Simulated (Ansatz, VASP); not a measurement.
# Ge (amorphous Ge): VASP beside Ansatz

Wanted: the spread between two codes on one cell, functional and k mesh. The structure shown is the start of the Ansatz relaxation below; VASP solves that cell, so the two are compared at the walk's first step.

Calculated with Ansatz 0.2.0; plane waves, with VASP 6.6.1 beside it; single point at revPBE.

## 1. The structure

The cell holds 66 atoms: 66 Ge. Cell: a = 11.531 Å, b = 11.531 Å, c = 11.531 Å, α = 90.0°, β = 90.0°, γ = 90.0°. As first built, before any earlier steps moved the atoms (in the runner's words): 66 atoms (66 Ge) placed at random at 5.19 g/cm^3, melted at 3500 K for 10 ps at fixed volume with the Tersoff potential (Tersoff, Phys. Rev. B 39, 5566 (1989)). Quenched from 3500 K to 300 K at 5 K/ps and fixed volume, held 5 ps, then minimised at fixed cell.

## 2. Ansatz: relaxation, revPBE

Ansatz runs on its PAW soft_1 files.

The two programs are compared at the cell with which this relaxation starts, whose forces are those of its first step.

Input file input.yaml:

```yaml
crystal:
  lattice:
    - [11.5315, 0.0, 0.0]
    - [0.0, 11.5315, 0.0]
    - [0.0, 0.0, 11.5315]
  atoms:
    - { symbol: Ge, position: [0.92743, 0.30063, 0.59807] }
    - { symbol: Ge, position: [0.26348, 0.42163, 0.5903] }
    - { symbol: Ge, position: [0.73697, 0.63496, 0.12525] }
    - { symbol: Ge, position: [0.31646, 0.74808, 0.52164] }
    - { symbol: Ge, position: [0.14822, 0.53631, 0.75683] }
    - { symbol: Ge, position: [0.83397, 0.78183, 0.00749] }
    - { symbol: Ge, position: [0.56236, 0.02857, 0.97993] }
    - { symbol: Ge, position: [0.51436, 0.53108, 0.85496] }
    - { symbol: Ge, position: [0.33113, 0.20218, 0.30894] }
    - { symbol: Ge, position: [0.73878, 0.01726, 0.4233] }
    - { symbol: Ge, position: [0.82357, 0.65311, 0.82994] }
    - { symbol: Ge, position: [0.74606, 0.27793, 0.15573] }
    - { symbol: Ge, position: [0.79939, 0.6285, 0.50829] }
    - { symbol: Ge, position: [0.05383, 0.02853, 0.77357] }
    - { symbol: Ge, position: [0.69788, 0.69186, 0.32649] }
    - { symbol: Ge, position: [0.15459, 0.64167, 0.31796] }
    - { symbol: Ge, position: [0.03903, 0.82142, 0.07047] }
    - { symbol: Ge, position: [0.04888, 0.39649, 0.11437] }
    - { symbol: Ge, position: [0.45128, 0.94292, 0.1471] }
    - { symbol: Ge, position: [0.53231, 0.61347, 0.05715] }
    - { symbol: Ge, position: [0.38375, 0.76404, 0.05639] }
    - { symbol: Ge, position: [0.84424, 0.44818, 0.08355] }
    - { symbol: Ge, position: [0.08166, 0.93068, 0.25967] }
    - { symbol: Ge, position: [0.51443, 0.32216, 0.66097] }
    - { symbol: Ge, position: [0.41544, 0.31345, 0.1322] }
    - { symbol: Ge, position: [0.04158, 0.16373, 0.47887] }
    - { symbol: Ge, position: [0.18224, 0.30988, 0.41827] }
    - { symbol: Ge, position: [0.17549, 0.50992, 0.98169] }
    - { symbol: Ge, position: [0.19413, 0.68099, 0.11098] }
    - { symbol: Ge, position: [0.12019, 0.82502, 0.45078] }
    - { symbol: Ge, position: [0.5975, 0.88395, 0.31558] }
    - { symbol: Ge, position: [0.31544, 0.27318, 0.7546] }
    - { symbol: Ge, position: [0.14694, 0.01259, 0.58398] }
    - { symbol: Ge, position: [0.4636, 0.95761, 0.79238] }
    - { symbol: Ge, position: [0.88404, 0.12012, 0.11844] }
    - { symbol: Ge, position: [0.59623, 0.84827, 0.65751] }
    - { symbol: Ge, position: [0.44535, 0.50248, 0.22269] }
    - { symbol: Ge, position: [0.88002, 0.43984, 0.4458] }
    - { symbol: Ge, position: [0.64583, 0.34298, 0.83727] }
    - { symbol: Ge, position: [0.34505, 0.64004, 0.72364] }
    - { symbol: Ge, position: [0.79063, 0.91823, 0.60563] }
    - { symbol: Ge, position: [0.5907, 0.51092, 0.37659] }
    - { symbol: Ge, position: [0.47411, 0.88677, 0.48604] }
    - { symbol: Ge, position: [0.48607, 0.51843, 0.57604] }
    - { symbol: Ge, position: [0.0098, 0.37082, 0.77813] }
    - { symbol: Ge, position: [0.01551, 0.7037, 0.75216] }
    - { symbol: Ge, position: [0.32684, 0.80965, 0.8574] }
    - { symbol: Ge, position: [0.35232, 0.39662, 0.93704] }
    - { symbol: Ge, position: [0.94493, 0.77166, 0.56644] }
    - { symbol: Ge, position: [0.7582, 0.21337, 0.68888] }
    - { symbol: Ge, position: [0.58505, 0.238, 0.0215] }
    - { symbol: Ge, position: [0.34208, 0.08245, 0.65815] }
    - { symbol: Ge, position: [0.12378, 0.20759, 0.85756] }
    - { symbol: Ge, position: [0.24472, 0.05505, 0.18323] }
    - { symbol: Ge, position: [0.11566, 0.85259, 0.86974] }
    - { symbol: Ge, position: [0.32908, 0.56111, 0.40866] }
    - { symbol: Ge, position: [0.63491, 0.19621, 0.50433] }
    - { symbol: Ge, position: [0.83408, 0.4465, 0.8761] }
    - { symbol: Ge, position: [0.64891, 0.64168, 0.68576] }
    - { symbol: Ge, position: [0.92327, 0.06312, 0.3224] }
    - { symbol: Ge, position: [0.089, 0.18751, 0.06916] }
    - { symbol: Ge, position: [0.77562, 0.987, 0.97317] }
    - { symbol: Ge, position: [0.44347, 0.10295, 0.47112] }
    - { symbol: Ge, position: [0.05781, 0.45155, 0.3205] }
    - { symbol: Ge, position: [0.84256, 0.03701, 0.77227] }
    - { symbol: Ge, position: [0.71108, 0.3389, 0.36072] }
kpoints:
  mp_grid: { grid: [1, 1, 1] }
hamiltonian:
  xc: revpbe
  pseudopotentials: { kind: paw, azcp: { folder: soft_1 } }
scf:
  occupations: { method: fermi_dirac, width: 0.05 }
output:
  forces: true
relax:
  f_tol: 0.05
  max_steps: 150
  cell: {}
```

The run is started by

```
> ansatz run input.yaml --threads 4 --pin off --max-ram 8192MiB --backend cpu --events-out ev --progress --plain --runs-dir out
```

Numbers of over 12 decimals in the logs are rounded to 6 here.

What it wrote:

```text
Engine: ansatz 0.2.0, x86_64-unknown-linux-gnu
Pseudopotentials: kind: paw
Pseudopotential: Ge, paw, valence charge 14, recommended cutoff 420 eV (normal), soft_1/Ge.paw.azcp
Functional definition: revPBE
  parameter kappa = 1.245
  parameter beta = 0.066725
  exchange = pbe_x(kappa = kappa, mu = beta*pi^2/3)
  correlation = pbe_c(beta = beta)
Crystal: 66 atoms, lattice volume = 1533.407 Å³
Basis set: ecut = 420 eV, 30047 PW (Γ), exchange–correlation on 160×160×160 points (8 copies of the dense FFT grid, shifted against one another)
Bands: 555, of which v1, the nominal top of the filled ones, is band 462 counted from 1 (461 counted from 0)
Symmetry: 1 space group operations
Space group: P1 (ITA 1), of the structure as read, at distance tolerance 1.2e-4 Å
k-points: 1
Non-local potential: Ge, projectors of the file, l = 0: 2, l = 1: 2, l = 2: 3, l = 3: 1
PAW form: soft (Blöchl's): semilocal exchange-correlation on the pseudo side does not see the compensation charge
PAW frozen core: Ge, regenerated for the run's functional, and the local potential with it (the file was generated under x = pbe(κ = 0.804, μ = 0.219515), c = pbe(β = 0.066725))
PAW one-centre angular grid: Ge, 590 points (default); XC on 64 Gauss nodes
Initial density: superposition of atomic densities (chi_scale 0.1, normalization cell)
Initial wavefunctions: pseudopotential atomic-orbital guess
Functional: x = revpbe(κ = 1.245, μ = 0.219515), c = pbe(β = 0.066725)
SCF iter   1: F=—  HF=-283724.032062 eV  |F-HF|=—  |Δ(HF+E_count)|=         —  Δρ=3.15e-2  dr2=1.46e1  ethr=3.10e-3  ⟨swp⟩=6.0  Hψ=1978  notcnv=0
preconditioner: auto → LDOS  [insulator: Δε(μ)=0.316 eV  Ē_g=22.072 eV  σ=0.050 eV  W_gap=0.92  n_scr=436 (ndim 8)  ℏωp=28.8 eV  f_vac=0.037  D(μ)=4.50/eV (n_scr^D=6)  ε∞_Penn≈2.7  β→1.0]
SCF iter   2: F=—  HF=-283724.318979 eV  |F-HF|=—  |Δ(HF+E_count)|=   2.87e-1  Δρ=8.48e-3  dr2=6.26e0  ethr=1.58e-3  ⟨swp⟩=3.0  Hψ=761  notcnv=0  defer=75
SCF iter   3: F=—  HF=-283723.519094 eV  |F-HF|=—  |Δ(HF+E_count)|=   8.00e-1  Δρ=4.13e-3  dr2=1.34e0  ethr=6.77e-4  ⟨swp⟩=4.0  Hψ=639  notcnv=0  defer=75
SCF iter   4: F=—  HF=-283723.285345 eV  |F-HF|=—  |Δ(HF+E_count)|=   2.34e-1  Δρ=1.19e-3  dr2=9.69e-2  ethr=1.45e-4  ⟨swp⟩=3.0  Hψ=701  notcnv=0  defer=71
SCF iter   5: F=—  HF=-283723.269839 eV  |F-HF|=—  |Δ(HF+E_count)|=   1.55e-2  Δρ=3.01e-4  dr2=5.51e-3  ethr=1.05e-5  ⟨swp⟩=2.0  Hψ=599  notcnv=0  defer=71
SCF iter   6: F=—  HF=-283723.269801 eV  |F-HF|=—  |Δ(HF+E_count)|=   3.71e-5  Δρ=1.15e-4  dr2=5.80e-4  ethr=5.96e-7  ⟨swp⟩=2.0  Hψ=945  notcnv=0  defer=71
SCF iter   7: F=—  HF=-283723.269953 eV  |F-HF|=—  |Δ(HF+E_count)|=   1.51e-4  Δρ=3.83e-5  dr2=4.40e-5  ethr=6.27e-8  ⟨swp⟩=2.0  Hψ=946  notcnv=0  defer=71
SCF iter   8: F=—  HF=-283723.269869 eV  |F-HF|=—  |Δ(HF+E_count)|=   8.39e-5  Δρ=1.42e-5  dr2=7.34e-6  ethr=4.76e-9  ⟨swp⟩=2.0  Hψ=1015  notcnv=0  defer=71
SCF iter   9: F=—  HF=-283723.269872 eV  |F-HF|=—  |Δ(HF+E_count)|=   2.93e-6  Δρ=4.46e-6  dr2=5.78e-7  ethr=7.94e-10  ⟨swp⟩=2.0  Hψ=945  notcnv=0  defer=71
SCF iter  10: F=-283723.269872 eV  HF=-283723.269872 eV  |F-HF|=4.07e-8  |Δ(HF+E_count)|=   4.23e-7  Δρ=1.57e-6  dr2=6.04e-8  ethr=1.08e-11  ⟨swp⟩=4.0  Hψ=1618  notcnv=0
SCF 1 converged in 10 iterations: F = -283723.269872 eV  dr2 = 6.04e-8
  greatest PAW one-centre occupation: 0.998 electrons in one spin orbital (limit 2), on the Ge atom at site 43 (counted from 0), in its partial waves of l = 2
relax step   1: F+E_penalty+E_count = -283723.26987229 eV  Δ(F+E_penalty+E_count) = +0.000e0 eV  max|allowed force component| = 6.114e-1 eV/Å  Δτ_max = 0.0000 Å  P = +3.869 GPa  Ω = 1533.407 Å³  (10 SCF iters, dr2 threshold 1.00e-7 eV, accepted)
Crystal: 66 atoms, lattice volume = 1635.138 Å³
Basis set: ecut = 420 eV, 31957 PW (Γ), exchange–correlation on 160×160×160 points (8 copies of the dense FFT grid, shifted against one another)
Initial density: handed on by an earlier stage of this run
Initial wavefunctions: those handed on with the density
iter 1 solved again at ethr=6.85e-5 eV; its pass at ethr=3.10e-3 eV (dr2=6.33e-1 eV) is discarded
SCF iter   1: F=—  HF=-283725.370389 eV  |F-HF|=—  |Δ(HF+E_count)|=         —  Δρ=8.24e-3  dr2=6.35e-1  ethr=6.85e-5  ⟨swp⟩=3.0  Hψ=2429  notcnv=0
preconditioner: auto → LDOS  [insulator: Δε(μ)=0.242 eV  Ē_g=21.988 eV  σ=0.050 eV  W_gap=0.83  n_scr=430 (ndim 8)  ℏωp=27.9 eV  f_vac=0.106  D(μ)=7.90/eV (n_scr^D=24)  ε∞_Penn≈2.6  β→1.0]
SCF iter   2: F=—  HF=-283725.427001 eV  |F-HF|=—  |Δ(HF+E_count)|=   5.66e-2  Δρ=2.02e-3  dr2=2.06e-1  ethr=6.85e-5  ⟨swp⟩=6.0  Hψ=1149  notcnv=0
SCF iter   3: F=—  HF=-283725.401167 eV  |F-HF|=—  |Δ(HF+E_count)|=   2.58e-2  Δρ=8.30e-4  dr2=6.97e-2  ethr=2.23e-5  ⟨swp⟩=5.0  Hψ=1114  notcnv=0
SCF iter   4: F=—  HF=-283725.390767 eV  |F-HF|=—  |Δ(HF+E_count)|=   1.04e-2  Δρ=2.75e-4  dr2=4.08e-3  ethr=7.54e-6  ⟨swp⟩=2.0  Hψ=652  notcnv=0
[...]
atom  17  Ge     0.00033729    -0.00079046     0.00202581
  atom  18  Ge     0.00338722     0.00156400     0.00366243
  atom  19  Ge    -0.00868111     0.00143599     0.00726077
  atom  20  Ge    -0.00385420     0.01011450     0.00201473
  atom  21  Ge     0.00375778    -0.00163806     0.00252098
  atom  22  Ge     0.00120318    -0.00085208     0.00247978
  atom  23  Ge     0.00311817    -0.00072054     0.00049758
  atom  24  Ge    -0.00429764    -0.00300128    -0.00651432
  atom  25  Ge     0.00837433    -0.00303069    -0.00094723
  atom  26  Ge    -0.00010704     0.00405717     0.00377682
  atom  27  Ge    -0.00159825     0.00282059     0.00395938
  atom  28  Ge    -0.00777617     0.00157506    -0.00212072
  atom  29  Ge    -0.00068263     0.00421012    -0.00475459
  atom  30  Ge    -0.00498954    -0.00117275    -0.00351297
  atom  31  Ge     0.00686791    -0.00363943    -0.01383349
  atom  32  Ge    -0.00370038     0.00012740     0.00714281
  atom  33  Ge     0.00172844    -0.00095563     0.00212139
  atom  34  Ge     0.00125684     0.00404400    -0.00560995
  atom  35  Ge     0.00511374    -0.00577249    -0.00134274
  atom  36  Ge     0.00333128     0.00374432    -0.00128397
  atom  37  Ge    -0.00554634    -0.00288495    -0.00227414
  atom  38  Ge     0.00329788     0.00546194     0.00693799
  atom  39  Ge     0.02020294     0.00326268    -0.00054025
  atom  40  Ge     0.00200336     0.00871848     0.00564258
[...]
atom  59  Ge     0.00471830     0.00191401     0.00434410
  atom  60  Ge     0.00415138    -0.00088219     0.00024841
  atom  61  Ge    -0.00065874     0.00506106    -0.00086580
  atom  62  Ge    -0.00014582     0.00840671     0.00259339
  atom  63  Ge    -0.00021888     0.00970592     0.00362213
  atom  64  Ge     0.00309654    -0.00456032    -0.00852512
  atom  65  Ge    -0.00301847    -0.00485167    -0.00454930
  atom  66  Ge    -0.00308977    -0.00328079    -0.00479188
  max |Σ_I F_I| component: 2.93e-6 eV/Å
--- Stress (GPa, compression-positive) ---
        0.003506      -0.008251      -0.007372
       -0.008251      -0.000883       0.015039
       -0.007372       0.015039       0.012688
  P = ⅓ Tr σ = 0.0051 GPa (0.051 kbar)
--- Relaxed structure (16 steps of the walk, 16 accepted, 2 SCFs on fresh bases) ---
  F+E_penalty+E_count = -283726.20776294 eV   max|allowed force component| = 2.020e-2 eV/Å   (the final SCF, on the basis selected at the relaxed cell)
  cell:  # Å, volume = 1637.2974 Å³
    - [11.949474, 0.102670, 0.225383]
    - [0.102670, 12.189965, -0.089850]
    - [0.225383, -0.089850, 11.246015]
  atoms:
    - { symbol: Ge, position: [0.920402, 0.293940, 0.602570] }
    - { symbol: Ge, position: [0.246604, 0.389272, 0.616398] }
    - { symbol: Ge, position: [0.734992, 0.631156, 0.143257] }
    - { symbol: Ge, position: [0.322624, 0.771397, 0.482477] }
    - { symbol: Ge, position: [0.140707, 0.543036, 0.759606] }
    - { symbol: Ge, position: [0.842956, 0.782524, 0.032462] }
    - { symbol: Ge, position: [0.571801, 0.031641, 0.987696] }
    - { symbol: Ge, position: [0.530861, 0.506245, 0.838226] }
    - { symbol: Ge, position: [0.333264, 0.201274, 0.305234] }
    - { symbol: Ge, position: [0.758460, -0.00453186, 0.416607] }
    - { symbol: Ge, position: [0.833188, 0.673487, 0.844507] }
    - { symbol: Ge, position: [0.753583, 0.282422, 0.155900] }
    - { symbol: Ge, position: [0.808677, 0.626992, 0.516920] }
    - { symbol: Ge, position: [0.050594, 0.034257, 0.768644] }
    - { symbol: Ge, position: [0.680751, 0.678756, 0.351799] }
    - { symbol: Ge, position: [0.130165, 0.636304, 0.325254] }
    - { symbol: Ge, position: [0.049566, 0.815800, 0.073902] }
    - { symbol: Ge, position: [0.043880, 0.400980, 0.117965] }
    - { symbol: Ge, position: [0.452014, 0.935673, 0.145232] }
    - { symbol: Ge, position: [0.545186, 0.607514, 0.040384] }
    - { symbol: Ge, position: [0.389127, 0.754742, 0.051285] }
    - { symbol: Ge, position: [0.842883, 0.453592, 0.085524] }
    - { symbol: Ge, position: [0.091568, 0.934997, 0.253309] }
    - { symbol: Ge, position: [0.475417, 0.303001, 0.643790] }
[...]
- { symbol: Ge, position: [0.671466, 0.655924, 0.703798] }
    - { symbol: Ge, position: [0.936114, 0.064094, 0.317268] }
    - { symbol: Ge, position: [0.089825, 0.193930, 0.077173] }
    - { symbol: Ge, position: [0.780646, 0.980630, 0.988877] }
    - { symbol: Ge, position: [0.453885, 0.122975, 0.474204] }
    - { symbol: Ge, position: [0.056003, 0.447716, 0.330783] }
    - { symbol: Ge, position: [0.839719, 0.031147, 0.774498] }
    - { symbol: Ge, position: [0.711878, 0.339434, 0.367739] }
```

The column dr2 measures how far the density is from self-consistency, as an energy; F and HF (Harris–Foulkes) agree once it is small.

(Continued in part 2 of 2.)

[Lines on the potential files, build, host, timing and source positions are cut from VASP's logs without a mark.]

[Logs are printed without paths, hosts, clocks, repeated set-up lines and the standing remarks that a program may print on its own settings, such as how far it seeks lower states.]

[Hosts, paths, dates, database ids (printed as entryN), source tags and the programs' standing remarks are cut or masked in the printed files.]
